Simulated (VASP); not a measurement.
```yaml
crystal:
  lattice:
    - [4.60356, 0.00000, 0.00000]
    - [-2.30178, 3.98680, 0.00000]
    - [0.00000, 0.00000, 17.74221]
  atoms:
    - { symbol: Pb, position: [0.00000, 0.00000, 0.50000] }
    - { symbol: I, position: [0.33333, 0.66667, 0.60546] }
    - { symbol: I, position: [0.66667, 0.33333, 0.39454] }
```

All values below come from PBE GGA, VASP's PBE PAW potentials (set 64) (plane waves; VASP). Run with 300 eV cut-off, 7×7×1 Γ-centred mesh, Gaussian smearing of 0.050 eV, potentials Pb_d I.

The cell holds a wide vacuum, so values per volume refer to the whole cell. Unless said otherwise, spin-orbit coupling is left out, though it shifts the bands of the heavy elements here.

**Question.** Give the energies of bands 8 to 17 at the high-symmetry points, in eV from the valence-band maximum.

**Answer.** 
```tsv
band	Γ	M	K
8	-6.56	-7.12	-7.19
9	-1.00	-2.75	-2.35
10	-0.77	-1.69	-2.35
11	-0.77	-1.62	-2.10
12	-0.53	-0.82	-0.86
13	-0.53	-0.64	-0.86
14	-0.37	-0.55	-0.13
15	2.54	3.30	3.97
16	3.48	4.11	3.97
17	3.48	4.30	4.54
```

The gap is indirect, 2.54 eV, from the valence maximum at K-Γ at 0.63 to the conduction minimum at Γ.

The cell is a sheet with vacuum, built from a generated structure.
